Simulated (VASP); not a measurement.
Li (bcc): the lattice constant a from VASP (plane waves, PAW) at several levels of theory. Static lattice.

| level | lattice constant a (Å) | error against measurement |
|---|---|---|
| LDA | 3.363 | -2.5 % |
| PBE | 3.438 | -0.3 % |
| PBEsol | 3.437 | -0.3 % |

Measured: 3.449 Å at 0 K (as given by Gábor I. Csonka et al., Physical Review B (2009), arXiv:0903.4037; low-temperature or extrapolated to 0 K; zero-point anharmonic expansion removed).

The cell of the LDA run:

Li is taken in the cubic space group Im-3m (No. 229), the bcc (W type) structure, Pearson symbol cI2. Conventional cell: a = b = c = 3.363 Å, α = β = γ = 90.00°. Li on 2a is coordinated by 8 Li at 2.913 Å and 6 Li at 3.363 Å. (Neighbours: up to the widest gap in distance over summed covalent radii, below 1.35, at either atom.)
(The calculation used a cell of 1 atom; values per cell refer to that cell.)

Only levels that ran to the end are used. Left out are those held back, those with too coarse a band path, GW runs whose mesh misses a band edge, hybrids' fits of cells that aren't cubic and levels without matching references; a question may draw on a part of the rest.

The compound is Li in the bcc structure.
